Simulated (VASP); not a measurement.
Computed with optB88-vdW, VASP's PBE PAW potentials (set 64) (plane waves; VASP).

Input for VASP

File KPOINTS:
```
Regular mesh
0
Gamma
  5 5 8
```

INCAR:
```
AGGAC  =  0.0
ALGO  =  Normal
EDIFF  =  1E-7
EDIFFG  =  -0.01
ENCUT  =  520
GGA  =  BO
IBRION  =  2
ISIF  =  4
ISMEAR  =  0
LASPH  =  .True.
LCHARG  =  .False.
LMAXMIX  =  4
LREAL  =  .False.
LUSE_VDW  =  .True.
LWAVE  =  .False.
NELM  =  100
NSW  =  30
PARAM1  =  0.1833333333
PARAM2  =  0.22
PREC  =  Accurate
SIGMA  =  0.05
SYSTEM  =  TiO2
```

File POSCAR:
```
TiO2
1.0
  4.6690566035   0.0000000000   0.0000000000
  0.0000000000   4.6690566035   0.0000000000
  0.0000000000   0.0000000000   2.9968683882
Ti O
2 4
direct
  0.0000000000   0.0000000000   0.0000000000
  0.5000000000   0.5000000000   0.5000000000
  0.3042077896   0.3042077896   0.0000000000
  0.8042077896   0.1957922104   0.5000000000
  0.1957922104   0.8042077896   0.5000000000
  0.6957922104   0.6957922104   0.0000000000
```

POTCAR, in this order: Ti_sv O (PBE.64 set). Program: vasp_std.

Output

### OUTCAR
```
 ion  position               nearest neighbor table
   1  0.000  0.000  0.000-   4 1.98   5 1.98   4 1.98   5 1.98   3 2.01   6 2.01
   2  0.500  0.500  0.500-   3 1.98   6 1.98   3 1.98   6 1.98   5 2.01   4 2.01
   3  0.304  0.304  0.000-   2 1.98   2 1.98   1 2.01
   4  0.804  0.196  0.500-   1 1.98   1 1.98   2 2.01
   5  0.196  0.804  0.500-   1 1.98   1 1.98   2 2.01
   6  0.696  0.696  0.000-   2 1.98   2 1.98   1 2.01
  LATTYP: Found a simple tetragonal cell.
 ALAT       =     4.6690566035
 C/A-ratio  =     0.6418573692
 Subroutine PRICEL returns:
 Original cell was already a primitive cell.
 Subroutine GETGRP returns: Found 16 space group operations
The static configuration has the point symmetry D_2h.
 The point group associated with its full space group is D_4h.
The dynamic configuration has the point symmetry D_2h.
 Subroutine INISYM returns: Found 16 space group operations
 Subroutine IBZKPT returns following result:
 Found     30 irreducible k-points:

 Following reciprocal coordinates:
            Coordinates               Weight
  0.000000  0.000000  0.000000      1.000000
  0.200000  0.000000  0.000000      4.000000
  0.400000  0.000000  0.000000      4.000000
  0.200000  0.200000  0.000000      4.000000
  0.400000  0.200000  0.000000      8.000000
  0.400000  0.400000  0.000000      4.000000
  0.000000  0.000000  0.125000      2.000000
  0.200000  0.000000  0.125000      8.000000
  0.400000  0.000000  0.125000      8.000000
  0.200000  0.200000  0.125000      8.000000
  0.400000  0.200000  0.125000     16.000000
  0.400000  0.400000  0.125000      8.000000
  0.000000  0.000000  0.250000      2.000000
  0.200000  0.000000  0.250000      8.000000
  0.400000  0.000000  0.250000      8.000000
  0.200000  0.200000  0.250000      8.000000
  0.400000  0.200000  0.250000     16.000000
  0.400000  0.400000  0.250000      8.000000
...
```

**OSZICAR**
```
       N       E                     dE             d eps       ncg     rms          rms(c)
DAV:   1     0.687717603003E+03    0.68772E+03   -0.25200E+04  1680   0.201E+03
DAV:   2     0.585682736956E+02   -0.62915E+03   -0.60938E+03  1828   0.582E+02
DAV:   3    -0.554932741080E+02   -0.11406E+03   -0.11075E+03  2600   0.214E+02
DAV:   4    -0.604937190543E+02   -0.50004E+01   -0.49959E+01  2288   0.482E+01
DAV:   5    -0.606905346693E+02   -0.19682E+00   -0.19677E+00  2376   0.781E+00    0.312E+01
DAV:   6    -0.429652349988E+02    0.17725E+02   -0.13288E+02  2040   0.103E+02    0.130E+01
DAV:   7    -0.423214110240E+02    0.64382E+00   -0.23364E+01  2072   0.376E+01    0.767E+00
DAV:   8    -0.421479480632E+02    0.17346E+00   -0.53125E+00  2112   0.201E+01    0.403E+00
DAV:   9    -0.420040293459E+02    0.14392E+00   -0.13155E+00  2180   0.961E+00    0.109E+00
DAV:  10    -0.420157794982E+02   -0.11750E-01   -0.76757E-02  2112   0.241E+00    0.141E-01
DAV:  11    -0.420156665610E+02    0.11294E-03   -0.22415E-03  2240   0.433E-01    0.102E-01
DAV:  12    -0.420156096276E+02    0.56933E-04   -0.61361E-04  2172   0.179E-01    0.230E-02
DAV:  13    -0.420156134001E+02   -0.37725E-05   -0.47258E-05  2404   0.509E-02    0.946E-03
DAV:  14    -0.420156136516E+02   -0.25159E-06   -0.56060E-06  2260   0.220E-02    0.467E-03
DAV:  15    -0.420156136641E+02   -0.12464E-07   -0.13622E-06  2152   0.113E-02    0.122E-03
DAV:  16    -0.420156136759E+02   -0.11785E-07   -0.10380E-07  1248   0.283E-03
   1 F= -.42015614E+02 E0= -.42015614E+02  d E =-.420156E+02
       N       E                     dE             d eps       ncg     rms          rms(c)
DAV:   1    -0.420235108996E+02   -0.78972E-02   -0.15789E+00  1684   0.102E+01    0.586E-01
DAV:   2    -0.420220886467E+02    0.14223E-02   -0.47400E-02  1880   0.178E+00    0.374E-01
DAV:   3    -0.420198235338E+02    0.22651E-02   -0.66389E-03  2160   0.689E-01    0.160E-01
DAV:   4    -0.420193987199E+02    0.42481E-03   -0.24283E-03  2172   0.422E-01    0.369E-02
DAV:   5    -0.420193930080E+02    0.57119E-05   -0.23477E-04  1904   0.139E-01    0.188E-02
DAV:   6    -0.420193907179E+02    0.22901E-05   -0.24659E-05  2568   0.376E-02    0.748E-03
DAV:   7    -0.420193906597E+02    0.58198E-07   -0.70231E-06  2176   0.202E-02    0.296E-03
DAV:   8    -0.420193906705E+02   -0.10781E-07   -0.11147E-06  1872   0.794E-03    0.120E-03
DAV:   9    -0.420193906578E+02    0.12623E-07   -0.60365E-08  1124   0.264E-03
   2 F= -.42019391E+02 E0= -.42019391E+02  d E =-.377698E-02
       N       E                     dE             d eps       ncg     rms          rms(c)
DAV:   1    -0.420197024764E+02   -0.31181E-03   -0.72213E-02  1688   0.217E+00    0.125E-01
DAV:   2    -0.420196350115E+02    0.67465E-04   -0.21449E-03  1864   0.383E-01    0.799E-02
DAV:   3    -0.420195295975E+02    0.10541E-03   -0.28983E-04  2136   0.147E-01    0.323E-02
DAV:   4    -0.420195133980E+02    0.16200E-04   -0.10540E-04  2184   0.867E-02    0.834E-03
DAV:   5    -0.420195129422E+02    0.45578E-06   -0.10669E-05  1976   0.299E-02    0.400E-03
DAV:   6    -0.420195128804E+02    0.61743E-07   -0.97854E-07  2020   0.768E-03
   3 F= -.42019513E+02 E0= -.42019513E+02  d E =-.389920E-02
```

OUTCAR:
```
------------------------ aborting loop because EDIFF is reached ----------------------------------------
  FORCE on cell =-STRESS in cart. coord.  units (eV):
  Direction    XX          YY          ZZ          XY          YZ          ZX
  --------------------------------------------------------------------------------------
  Total       -2.3452150     -2.3452150     -2.3692153      0.0000000      0.0000000      0.0000000
  in kB      -57.5131677    -57.5131677    -58.1017429      0.0000000      0.0000000      0.0000000
  external PRESSURE =     -57.7093595 kB  Pullay stress =       0.0000000 kB
  volume of cell :       65.33
      direct lattice vectors                 reciprocal lattice vectors
     4.679502057  0.000000000  0.000000000     0.213697951  0.000000000  0.000000000
    -0.000000000  4.679502057  0.000000000    -0.000000000  0.213697951  0.000000000
     0.000000000  0.000000000  2.983504269     0.000000000  0.000000000  0.335176326
 POSITION                                       TOTAL-FORCE (eV/Angst)
 -----------------------------------------------------------------------------------
      0.00000      0.00000      0.00000        -0.000000      0.000000     -0.000000
      2.33975      2.33975      1.49175         0.000000      0.000000     -0.000000
      1.42940      1.42940      0.00000        -0.002276     -0.002276      0.000000
      3.76915      0.91035      1.49175        -0.002276      0.002276     -0.000000
      0.91035      3.76915      1.49175         0.002276     -0.002276     -0.000000
      3.25010      3.25010      0.00000         0.002276      0.002276     -0.000000
 -----------------------------------------------------------------------------------
    total drift:                                0.000000     -0.000000      0.000000
  FREE ENERGIE OF THE ION-ELECTRON SYSTEM (eV)
  ---------------------------------------------------
  free  energy   TOTEN  =       -42.0195128804 eV

  energy  without entropy=      -42.0195128804  energy(sigma->0) =      -42.01951288

 reached required accuracy - stopping structural energy minimisation
```
(Selected blocks of OUTCAR.)

### CONTCAR
```
TiO2
   1.00000000000000
     4.6795020566375642    0.0000000000000000    0.0000000000000000
    -0.0000000000000000    4.6795020566375642    0.0000000000000000
     0.0000000000000000    0.0000000000000000    2.9835042693824838
  Ti              O
     2     4
Direct
     0.0000000000000000    0.0000000000000000    0.0000000000000000
     0.5000000000000000    0.5000000000000000    0.5000000000000000
     0.3054597786033502    0.3054597786033502    0.0000000000000000
     0.8054597786033502    0.1945402213966498    0.5000000000000000
     0.1945402213966498    0.8054597786033502    0.5000000000000000
     0.6945402213966498    0.6945402213966498    0.0000000000000000
```

The compound is TiO2 in the rutile structure. This cell is one point of a volume scan, at 1.03 of the reference volume. Symmetry was kept, so distortions that lower it aren't found.
